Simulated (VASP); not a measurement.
Be3ZnTe4:

```
Be Zn Te
1.0
     3.93567   -5.57726    0.00000
     3.93567    5.57726    0.00000
     0.00000    0.00000    3.96694
Be Zn Te
3 1 4
Direct
  0.00000 0.50000 0.50000
  0.50000 0.00000 0.50000
  0.00000 0.00000 0.00000
  0.50000 0.50000 0.00000
  0.24443 0.75557 0.00000
  0.75991 0.75991 0.50000
  0.24009 0.24009 0.50000
  0.75557 0.24443 0.00000
```

The cell was built by a generator and needn't be a form met in nature.

```yaml
Program: VASP 6.6.1
Task: relaxation of cell and atoms
Functional: PBE
Potentials_or_basis: VASP PAW PBE potentials, release 64 (Be, Zn, Te)
Cutoff: 520 eV
k_mesh: 2 × 2 × 4
Occupations: gaussian, width 0.15 eV
Spin: no spin polarisation
```

At the start: pressure -3.3 GPa; volume 21.77 Å³/atom.

Problem. Where does the relaxation end?

Solution. Over 5 steps the energy falls by 20.7 meV/atom and the volume is 20.54 Å³/atom (-5.7 %); space group Cmmm (No. 65, to 0.05 Å).

Step by step:
```
step  energy change (eV)  largest force (eV/Å)  pressure (GPa)  volume (Å³)
   1              0.0000                0.2986           -3.25       174.15
   2             -0.1435                0.1994            0.54       163.22
   3             -0.1435                0.1992            0.70       163.22
   4             -0.1623                0.1007            0.57       163.87
   5             -0.1653                0.0499            0.42       164.31
```

Final structure:
```
Be Zn Te
1.0
     3.88060   -5.31688    0.00000
     3.88060    5.31688    0.00000
     0.00000    0.00000    3.98168
Be Zn Te
3 1 4
Direct
  0.00000 0.50000 0.50000
  0.50000 0.00000 0.50000
  0.00000 0.00000 0.00000
  0.50000 0.50000 0.00000
  0.24200 0.75800 0.00000
  0.76427 0.76427 0.50000
  0.23573 0.23573 0.50000
  0.75800 0.24200 0.00000
```

Caveat: the k mesh is coarse (spacing up to 0.49 Å⁻¹), so the values aren't converged.
